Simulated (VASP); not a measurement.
An input for Ansatz (written as the equivalent of a VASP run, and not itself run):

Ansatz 0.2 input:
```yaml
crystal:
  lattice:
    - [2.5430413, 0.0000000, 0.0000000]
    - [0.0000000, 2.5430413, 0.0000000]
    - [0.0000000, 0.0000000, 2.5430413]
  atoms:
    - { symbol: Ir, position: [0.0000000, 0.0000000, 0.0000000] }
kpoints:
  mp_grid: { grid: [13, 13, 13] }
hamiltonian:
  xc: pbesol
  pseudopotentials: { kind: paw }
scf:
  occupations: { method: methfessel_paxton, width: 0.1 }
  max_iter: 100
relax:
  max_steps: 60
  f_tol: 0.01
  cell: {}
output: { forces: true, stress: true, eigenvalues: true }
```

**Question.** Write the VASP files for the same calculation (PBEsol).

**Answer.** One answer among several that fit: 
**POSCAR**
```
Ir
1
    2.5430413052     0.0000000000     0.0000000000
    0.0000000000     2.5430413052     0.0000000000
    0.0000000000    -0.0000000000     2.5430413052
Ir
1
Direct
  0.0000000000   0.0000000000   0.0000000000
```

INCAR:
```
LMAXMIX = 6
SYSTEM = Ir
PREC = Accurate
IBRION = 2   ! conjugate gradients
GGA = PS
EDIFFG = -0.01
EDIFF = 1E-6
LCHARG = F
ENCUT = 400
NELM = 100   ! most electronic steps
ISIF = 3   ! ions, shape and volume
LASPH = T
LWAVE = F
LREAL = F
ALGO = Normal   ! blocked Davidson
SIGMA = 0.1
ISMEAR = 1   ! Methfessel-Paxton
NSW = 60   ! most ionic steps
```

File KPOINTS:
```
Automatic mesh
0
Gamma
13 13 13
0 0 0
```

POTCAR, in this order: Ir (PBE.64 set). Program: vasp_std.

The two are equivalent in intent, not identical: each code has its own PAW files, so the cut-off isn't converted (ENCUT is set for VASP's; basis.ecutwfc is left out, and Ansatz then takes the one that its files recommend); Ansatz stops its SCF on the density residual and VASP on the energy change (EDIFF).

The structure was generated: Ir was put into the simple-cubic type (Pm-3m), which need not be its known phase. It was relaxed first. The start is the result of an earlier pass.
